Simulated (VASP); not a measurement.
# Tl2SeOF4 (P1) in VASP: single point with PBEsol

Aim: the single point of Tl2SeOF4 with PBEsol.

Program: VASP 6.6.1. These are calculated values, not measurements. Logs are shortened: lines on timing, memory, paths and dates and some standing lists are left out, and cuts for length are marked.

## (1) Starting point

The typed cell holds 16 atoms: a = 6.336 Å, b = 7.313 Å, c = 6.603 Å, α = 87.22°, β = 91.52°, γ = 69.29°.

The cell was built by a generator and needn't be a form met in nature.

## (2) Single point, PBEsol

Input file INCAR:

```
ALGO     = Fast           # electronic algorithm
EDIFF    = 1E-6           # SCF threshold, eV
ENCUT    = 520            # plane-wave cutoff, eV
GGA      = PS             # functional
ISIF     = 2              # what is computed and relaxed
ISMEAR   = -1             # smearing method
LASPH    = T              # aspherical terms in the spheres
LCHARG   = F              # write CHGCAR
LREAL    = Auto         
LWAVE    = F              # write WAVECAR
NBANDS   = 80             # bands
NELM     = 100            # most SCF steps
PREC     = Accurate       # precision mode
SIGMA    = 0.1            # smearing width, eV
```

Input file KPOINTS:

```
Automatic mesh
0
Gamma
  3 3 3
  0.5 0.5 0
```

Input file POSCAR:

```
Tl2SeOF4
1.0
    6.3301577000      0.2664952800      0.0786408900
    2.8736968700     -6.7225511000     -0.1763387800
   -0.0842311200     -0.2112602500     -6.5987975400
Tl F O Se
4 8 2 2
Direct
    0.5681590000      0.8620760000      0.7482050000
    0.4349860000      0.1354210000      0.2334940000
    0.2431070000      0.5184050000      0.7375700000
    0.7565980000      0.4862270000      0.2523890000
    0.1206140000      0.2331650000      0.9404940000
    0.8946350000      0.7663040000      0.4609250000
    0.3204960000      0.7825850000      0.0464200000
    0.6663420000      0.2293020000      0.5550920000
    0.8652340000      0.8040200000      0.0506250000
    0.1253430000      0.2058630000      0.5571540000
    0.6619730000      0.2203160000      0.9559000000
    0.3360880000      0.7773580000      0.4458590000
    0.7897020000      0.4372370000      0.7516860000
    0.2301060000      0.5331710000      0.2457010000
    0.8960140000      0.2073890000      0.7402450000
    0.1050970000      0.7986880000      0.2545740000
```

Potentials or basis: VASP PAW PBE potentials, release 64 (Tl_d, F, O, Se).

Run with:

```bash
$ cat potpaw_PBE.64/Tl_d/POTCAR potpaw_PBE.64/F/POTCAR potpaw_PBE.64/O/POTCAR potpaw_PBE.64/Se/POTCAR > POTCAR
$ mpirun -np 1 vasp_std > vasp.out
```

OUTCAR:

```text
EDIFF = 1E-6
   ENCUT = 520
   GGA = PS
   ISIF = 2
   ISMEAR = -1
   LASPH = T
   LREAL = Auto
   NELM = 100
   PREC = Accurate

 ion  position               nearest neighbor table
   1  0.568  0.862  0.748-   9 2.62  12 2.67   7 2.72   6 2.77  13 2.92   3 3.77   2 3.78   2 3.81
                             4 4.08   3 4.13
   2  0.435  0.135  0.233-  11 2.54   5 2.62  14 2.74   8 2.80  10 2.88   1 3.78   4 3.80   1 3.81
                             3 4.07
   3  0.243  0.518  0.738-   5 2.77   6 2.85  12 2.85  10 2.94   7 3.02   1 3.77   2 4.07   1 4.13

   4  0.757  0.486  0.252-   8 2.88   6 2.89   9 2.92  11 3.02   2 3.80   1 4.08
   5  0.121  0.233  0.940-  15 1.98   2 2.62   3 2.77
   6  0.895  0.766  0.461-  16 1.99   1 2.77   3 2.85   4 2.89
   7  0.320  0.783  0.046-  16 1.94   1 2.72   3 3.02
   8  0.666  0.229  0.555-  15 1.83   2 2.80   4 2.88
   9  0.865  0.804  0.051-  16 1.99   1 2.62   4 2.92
  10  0.125  0.206  0.557-  15 1.91   2 2.88   3 2.94
  11  0.662  0.220  0.956-  15 2.06   2 2.54   4 3.02
  12  0.336  0.777  0.446-  16 1.87   1 2.67   3 2.85
  13  0.790  0.437  0.752-  15 1.58   1 2.92
  14  0.230  0.533  0.246-  16 1.82   2 2.74
  15  0.896  0.207  0.740-  13 1.58   8 1.83  10 1.91   5 1.98  11 2.06
  16  0.105  0.799  0.255-  14 1.82  12 1.87   7 1.94   9 1.99   6 1.99

  LATTYP: Found a triclinic cell.
 ALAT       =     7.8012117907
 B/A-ratio  =     0.8122139298
 C/A-ratio  =     0.8463705239
 COS(alpha) =     0.0264943785
 COS(beta)  =     0.0669823947
 COS(gamma) =     0.4807267887

  Lattice vectors:

 A1 = (  -3.4564608300,  -6.9890463800,  -0.2549796700)
 A2 = (  -6.3301577000,  -0.2664952800,  -0.0786408900)
 A3 = (  -0.0842311200,  -0.2112602500,  -6.5987975400)

Analysis of symmetry for initial positions (statically):
=====================================================================
 Subroutine PRICEL returns:
 Original cell was already a primitive cell.

 Routine SETGRP: Setting up the symmetry group for a
 triclinic supercell.

 Subroutine GETGRP returns: Found  1 space group operations
 (whereof  1 operations were pure point group operations)
 out of a pool of  2 trial point group operations.

The static configuration has the point symmetry C_1 .

Analysis of symmetry for dynamics (positions and initial velocities):
=====================================================================
 Subroutine PRICEL returns:
 Original cell was already a primitive cell.

 Routine SETGRP: Setting up the symmetry group for a
 triclinic supercell.

 Subroutine GETGRP returns: Found  1 space group operations
 (whereof  1 operations were pure point group operations)
 out of a pool of  2 trial point group operations.

The dynamic configuration has the point symmetry C_1 .

 Subroutine INISYM returns: Found  1 space group operations
 (whereof  1 operations are pure point group operations),
 and found     1 'primitive' translations

----------------------------------------------------------------------------------------

                                     Primitive cell

  volume of cell :     285.5400

  direct lattice vectors                    reciprocal lattice vectors
     6.330157700  0.266495280  0.078640890     0.155226957  0.066462840 -0.004109218
     2.873696870 -6.722551100 -0.176338780     0.006100493 -0.146266057  0.004604832
    -0.084231120 -0.211260250 -6.598797540     0.001686888  0.004700716 -0.151714787

  length of vectors
     6.336252886  7.313133553  6.602715710     0.168907084  0.146465627  0.151796966

  position of ions in fractional coordinates (direct lattice)
     0.568159000  0.862076000  0.748205000
     0.434986000  0.135421000  0.233494000
     0.243107000  0.518405000  0.737570000
     0.756598000  0.486227000  0.252389000
     0.120614000  0.233165000  0.940494000
     0.894635000  0.766304000  0.460925000
[... 8 lines left out ...]
     0.896014000  0.207389000  0.740245000
     0.105097000  0.798688000  0.254574000

  ion indices of the primitive-cell ions
   primitive index   ion index
                 1           1
                 2           2
                 3           3
                 4           4
                 5           5
                 6           6
[... 8 lines left out ...]
                15          15
                16          16

----------------------------------------------------------------------------------------

 KPOINTS: Automatic mesh

Automatic generation of k-mesh.
 Grid dimensions read from file:
 generate k-points for:    3    3    3

 Generating k-lattice:

  Cartesian coordinates                     Fractional coordinates (reciprocal lattice)
     0.051742319  0.022154280 -0.001369739     0.333333333 -0.000000000  0.000000000
     0.002033498 -0.048755352  0.001534944    -0.000000000  0.333333333  0.000000000
     0.000562296  0.001566905 -0.050571596     0.000000000  0.000000000  0.333333333

  Length of vectors
     0.056302361  0.048821876  0.050598989

  Shift w.r.t. Gamma in fractional coordinates (k-lattice)
     0.500000000  0.500000000  0.000000000

 Subroutine IBZKPT returns following result:
 ===========================================

 Found     14 irreducible k-points:

 Following reciprocal coordinates:
            Coordinates               Weight
  0.166667  0.166667 -0.000000      2.000000
  0.500000  0.166667 -0.000000      2.000000
 -0.166667  0.166667  0.000000      2.000000
  0.166667  0.500000  0.000000      2.000000
  0.500000  0.500000 -0.000000      1.000000
  0.166667  0.166667  0.333333      2.000000
  0.500000  0.166667  0.333333      2.000000
 -0.166667  0.166667  0.333333      2.000000
  0.166667  0.500000  0.333333      2.000000
  0.500000  0.500000  0.333333      2.000000
 -0.166667  0.500000  0.333333      2.000000
  0.166667 -0.166667  0.333333      2.000000
  0.500000 -0.166667  0.333333      2.000000
 -0.166667 -0.166667  0.333333      2.000000
   k-points           NKPTS =     14   k-points in BZ     NKDIM =     14   number of bands    NBANDS=     80
   number of dos      NEDOS =    301   number of ions     NIONS =     16
   total plane-waves  NPLWV = 129600
   dimension x,y,z NGX =    48 NGY =   54 NGZ =   50
   dimension x,y,z NGXF=    96 NGYF=  108 NGZF=  100
   ions per type =               4   8   2   2
   NGX,Y,Z   is equivalent  to a cutoff of  12.59, 12.28, 12.59 a.u.
   NGXF,Y,Z  is equivalent  to a cutoff of  25.19, 24.55, 25.18 a.u.
 SYSTEM =  unknown system
   PREC   = accura    normal or accurate (medium, high low for compatibility)
   ISTART =      0    job   : 0-new  1-cont  2-samecut
   ICHARG =      2    charge: 1-file 2-atom 10-const
   ISPIN  =      1    spin polarized calculation?
   LNONCOLLINEAR =      F non collinear calculations
   LSORBIT =      F    spin-orbit coupling
   LASPH  =      T    aspherical Exc in radial PAW
   ENCUT  =  520.0 eV  38.22 Ry    6.18 a.u.  11.78 13.60 12.28*2*pi/ulx,y,z
   NELM   =    100;   NELMIN=  2; NELMDL= -5     # of ELM steps
   EDIFF  = 0.1E-05   stopping-criterion for ELM
   LREAL  =      T    real-space projection
   EDIFFG = 0.1E-04   stopping-criterion for IOM
   NSW    =      0    number of steps for IOM
   IBRION =     -1    ionic relax: 0-MD 1-quasi-New 2-CG
   NFREE  =      0    steps in history (QN), initial steepest desc. (CG)
   ISIF   =      2    stress and relaxation
   ISYM   =      2    0-nonsym 1-usesym 2-fastsym
   POTIM  = 0.5000    time-step for ionic-motion
   TEBEG  =    0.0;   TEEND  =   0.0 temperature during run
   PSTRESS=    0.0 pullay stress
   NELECT =     132.0000    total number of electrons
   NUPDOWN=      -1.0000    fix difference up-down
   EMIN   =  10.00;   EMAX   =-10.00  energy-range for DOS
   EFERMI =   0.00;   METHOD = LEGACY
   ISMEAR =    -1;   SIGMA  =   0.10  broadening in eV -4-tet -1-fermi 0-gaus
   EFERMI_NEDOS =   21; number of points for ismear=-14 and -15
   IALGO  =     68    algorithm
   IMIX   =      4    mixing-type and parameters
     AMIX     =   0.40;   BMIX     =  1.00
     AMIX_MAG =   1.60;   BMIX_MAG =  1.00
  volume/ion in A,a.u.               =      17.85       120.43
  Fermi-wavevector in a.u.,A,eV,Ry     =   1.265835  2.392082 21.801143  1.602339
  Thomas-Fermi vector in A             =   2.399068
   LORBIT       =      0    0 simple, 1 ext, 2 COOP (PROOUT), +10 PAW based schemes
   GGA     = PS    functional components
   LHFCALC =     F    Hartree Fock is set to
   AEXX    =    0.0000 exact exchange contribution
   IVDW    =     0    specifies the selected vdW correction
   LEPSILON=     F    determine dielectric tensor
   LRPA    =     F    only Hartree local field effects (RPA)
 non-spin polarized calculation
 RMM-DIIS sequential band-by-band and
  energy-cutoff  :      520.00
  volume of cell :      285.54
 maximum number of plane-waves:      7702
 NGX is ok and might be reduce to    48
   NGX = 23   NGY = 27   NGZ = 25

 number of electron     132.0000010 magnetization

 Free energy of the ion-electron system (eV)
  ---------------------------------------------------
  ext. energy  EPLUGINS =         0.00000000
  ---------------------------------------------------
  free energy    TOTEN  =       -68.03252112 eV

  energy without entropy =      -68.03252084  energy(sigma->0) =      -68.03252098

 E-fermi :   3.0944     XC(G=0):  -9.4407

 val. band max:        1.4945059727   @ k =   0.5000   0.5000  -0.0000
 cond. band min:       4.6216962491   @ k =   0.1667   0.5000   0.0000
 fundamental gap:      3.1271902764
 Fermi energy:         3.0944377159

 k-point     1 :       0.1667    0.1667   -0.0000
  band No.  band energies     occupation
      1     -21.9035      2.00000
      2     -21.8001      2.00000
      3     -20.9936      2.00000
      4     -20.8636      2.00000
      5     -20.7071      2.00000
      6     -20.3080      2.00000
[... 70 lines left out ...]
     77       7.6072      0.00000
     78       8.0285      0.00000

 k-point     2 :       0.5000    0.1667   -0.0000
  band No.  band energies     occupation
      1     -21.8940      2.00000
      2     -21.7970      2.00000
      3     -21.0030      2.00000
      4     -20.8614      2.00000
      5     -20.7121      2.00000
      6     -20.3146      2.00000
[... 70 lines left out ...]
     77       7.5562      0.00000
     78       7.7046      0.00000
[... 889 lines left out ...]
     77       7.6597      0.00000
     78       7.9115      0.00000

 k-point    14 :      -0.1667   -0.1667    0.3333
  band No.  band energies     occupation
      1     -21.9004      2.00000
      2     -21.7996      2.00000
      3     -20.9937      2.00000
      4     -20.8618      2.00000
      5     -20.7085      2.00000
      6     -20.3109      2.00000
[... 70 lines left out ...]
     77       7.5475      0.00000
     78       7.8263      0.00000
 [bands above 78 left out]

------------------------ aborting loop because EDIFF is reached ----------------------------------------

  FORCE on cell =-STRESS in cart. coord.  units (eV):
  Direction    XX          YY          ZZ          XY          YZ          ZX
  --------------------------------------------------------------------------------------
  -------------------------------------------------------------------------------------
  Total        2.6224422     -1.3483151      4.9339721     -3.1183643     -3.1111331     -2.5836961
  in kB       14.7146389     -7.5654555     27.6847347    -17.4972795    -17.4567046    -14.4972327
  external PRESSURE =      11.6113060 kB  Pullay stress =       0.0000000 kB

 VOLUME and BASIS-vectors are now :
 -----------------------------------------------------------------------------
  energy-cutoff  :      520.00
  volume of cell :      285.54
      direct lattice vectors                 reciprocal lattice vectors
     6.330157700  0.266495280  0.078640890     0.155226957  0.066462840 -0.004109218
     2.873696870 -6.722551100 -0.176338780     0.006100493 -0.146266057  0.004604832
    -0.084231120 -0.211260250 -6.598797540     0.001686888  0.004700716 -0.151714787

 POSITION                                       TOTAL-FORCE (eV/Angst)
 -----------------------------------------------------------------------------------
      6.01086     -5.80200     -5.04459         0.140591     -0.021503     -0.084132
      3.12302     -0.84378     -1.53045        -0.056228     -0.244977      0.115137
      2.96652     -3.57604     -4.93937        -0.086332      0.273658     -0.247257
      6.16539     -3.12038     -1.69171         0.129691     -0.058027      0.243559
      1.35433     -1.73401     -6.23776         0.522571      0.740864     -0.709949
      7.82648     -5.01048     -3.10632         0.222688     -0.290592     -0.005581
[... 8 lines left out ...]
      6.20553     -1.31178     -4.85083         0.358720      1.438943     -1.961677
      2.93902     -5.39499     -1.81246        -0.526667      4.788522      1.305144
 -----------------------------------------------------------------------------------
    total drift:                               -0.003444      0.014990     -0.004481

  FREE ENERGIE OF THE ION-ELECTRON SYSTEM (eV)
  ---------------------------------------------------
  free  energy   TOTEN  =       -68.0325211224 eV

  energy  without entropy=      -68.0325208368  energy(sigma->0) =      -68.03252098
```

Run time: 7.5 min. Hardware: 1 thread of Intel Xeon Platinum 8559C (Emerald Rapids), shared host; peak memory 0.47 GiB.

Results:

| Quantity | Value |
| --- | --- |
| Free energy | -68.0325 eV |
| Pressure | 1.2 GPa |
| Largest force | 4.991 eV/Å |
| Band gap on the k mesh | 3.13 eV, indirect (least direct gap 3.36 eV) |

Forces in eV/Å, atoms in the order of the input:
```
Tl   0.141 -0.022 -0.084
Tl  -0.056 -0.245  0.115
Tl  -0.086  0.274 -0.247
Tl   0.130 -0.058  0.244
F    0.523  0.741 -0.710
F    0.223 -0.291 -0.006
F    0.311 -0.818  0.288
F   -1.183  0.595  1.489
F    0.123  0.024 -0.075
F    0.049  0.050  0.677
F   -0.402  0.561 -0.383
F    0.616 -0.311 -0.629
O    0.552 -3.657  0.602
O   -0.771 -3.071 -0.624
Se   0.359  1.439 -1.962
Se  -0.527  4.789  1.305
```

Stress tensor (GPa, compression positive):
```
 1.47 -1.75 -1.45
-1.75 -0.76 -1.75
-1.45 -1.75  2.77
```

Levels at points of the mesh, in eV from the valence-band top:
| k point | band 63 | band 64 | band 65 | band 66 | band 67 | band 68 | band 69 | band 70 |
| --- | --- | --- | --- | --- | --- | --- | --- | --- |
| (0.50, 0.50, 0.00) | -0.90 | -0.46 | -0.36 | 0.00 | 3.64 | 3.87 | 4.26 | 4.40 |

Caveat: the PAW data sets were made with another functional, which shifts forces and pressure a little; spin-orbit coupling is left out, which as a rule narrows the gap of such compounds by several tenths of an eV. A k mesh can miss the band edges.
